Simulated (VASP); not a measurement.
```
AlSi63
1.0
   10.93707     0.00000     0.00000
    0.00000    10.93707     0.00000
    0.00000     0.00000    10.93707
Si Al
63 1
Direct
  0.50001   0.00017   0.00028
  0.62427   0.12448   0.12471
  0.74983   0.25005   0.00025
  0.87555   0.37563   0.12457
  0.74983   0.00001   0.25032
  0.87571   0.12445   0.37563
  0.99999   0.99997   0.99998
  0.12514   0.12514   0.12512
  0.25032   0.25025   0.00013
  0.37527   0.37518   0.12584
  0.49995   0.49992   0.00016
  0.62489   0.62490   0.12549
  0.74982   0.74980   0.99990
  0.87485   0.87489   0.12512
  0.25035   0.00021   0.25035
  0.37532   0.12593   0.37522
  0.50171   0.24974   0.24972
  0.62787   0.37278   0.37280
  0.75080   0.49882   0.24942
  0.87445   0.62505   0.37527
  0.49998   0.00006   0.49997
  0.62481   0.12562   0.62484
  0.75082   0.24931   0.49871
  0.87465   0.37507   0.62494
  0.74974   0.99998   0.74976
  0.87489   0.12512   0.87483
  0.99987   0.49999   0.00039
  0.12439   0.62428   0.12455
  0.25011   0.74989   0.00025
  0.37564   0.87580   0.12448
  0.00011   0.25030   0.25026
  0.12577   0.37527   0.37516
  0.24950   0.50153   0.24941
  0.37236   0.62808   0.37232
  0.49881   0.75090   0.24922
  0.62499   0.87439   0.37534
  0.99979   0.99991   0.50005
  0.12432   0.12424   0.62431
  0.24925   0.24935   0.50157
  0.37150   0.37218   0.62874
  0.62778   0.62758   0.62856
  0.75047   0.75039   0.50171
  0.87541   0.87558   0.62429
  0.25025   0.00008   0.74982
  0.37566   0.12435   0.87576
  0.49864   0.24924   0.75094
  0.62494   0.37502   0.87474
  0.75101   0.50113   0.75113
  0.87584   0.62439   0.87577
  0.00009   0.74987   0.25027
  0.12438   0.87588   0.37566
  0.00002   0.49999   0.49996
  0.12540   0.62502   0.62480
  0.24919   0.75092   0.49865
  0.37516   0.87452   0.62491
  0.00020   0.25014   0.74986
  0.12413   0.37562   0.87609
  0.24875   0.49903   0.75131
  0.37508   0.62505   0.87478
  0.50135   0.75089   0.75105
  0.62437   0.87590   0.87582
  0.99988   0.74989   0.74975
  0.12513   0.87493   0.87484
  0.49945   0.50000   0.50083
```
Cell charge -1.

Calculation: HSE06 screened hybrid, VASP's PBE PAW potentials (set 64) (plane waves; VASP 6.6.1). Settings: PREC = Normal, LREAL = Auto, ISYM = 0, NELECT = 256.0, EDIFF = 1E-5, 400 eV cut-off, 1×1×1 Γ-centred mesh, Gaussian smearing of 0.050 eV, potentials Si Al.

The cell is charged, with a uniform compensating background. The supercell is sampled at Γ alone, which is coarse: total energies, pressure and levels can be off, energies of defects by several tenths of an eV.

Question: Predict the energy per atom (σ→0).

Answer: 
```yaml
energy per atom (σ→0): -6.067 eV/atom
```

Total energies compare only between runs with the same potentials, cut-off and functional.

The cell is a supercell with a defect, built from Si (diamond): Al_Si, charge -1. The cell's shape comes from a PBE relaxation. The run is not spin-polarised, so no state with unpaired spins was tried.
